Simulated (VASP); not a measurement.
Crystal: Si2Mo.

```
Si Mo
1.0
    -1.60000    1.60000    3.93050
     1.60000   -1.60000    3.93050
     1.60000    1.60000   -3.93050
Si Mo
2 1
Direct
  0.33300 0.33300 0.00000
  0.66700 0.66700 0.00000
  0.00000 0.00000 0.00000
```

* Program: VASP 6.6.1
* Task: relaxation of cell and atoms
* Functional: PBE
* Potentials or basis: VASP PAW PBE potentials, release 64 (Si, Mo_sv)
* Cutoff: 350 eV
* k mesh: 18 × 18 × 18
* Occupations: gaussian, width 0.1 eV
* Spin: no spin polarisation

At the start: pressure 1.7 GPa; volume 13.42 Å³/atom.

Question: How do energy, volume and symmetry change on relaxing?

Answer: Over 7 steps the energy falls by 2.3 meV/atom and the volume is 13.54 Å³/atom (+1.0 %); space group I4/mmm (No. 139, to 0.05 Å).

Step by step:
```tsv
step	energy change (eV)	largest force (eV/Å)	pressure (GPa)	volume (Å³)
1	0.0000	0.2785	1.72	40.25
2	-0.0033	0.0698	-2.31	41.09
3	-0.0053	0.1486	-0.81	40.77
4	-0.0066	0.0419	0.34	40.58
5	-0.0068	0.0112	0.02	40.63
6	-0.0068	0.0035	0.00	40.63
7	-0.0068	0.0003	0.00	40.63
```

Final structure:
```
CELL_PARAMETERS angstrom
-1.60700 1.60700 3.93369
1.60700 -1.60700 3.93369
1.60700 1.60700 -3.93369
ATOMIC_POSITIONS crystal
Si 0.33503 0.33503 0.00000
Si 0.66497 0.66497 0.00000
Mo 0.00000 0.00000 0.00000
```
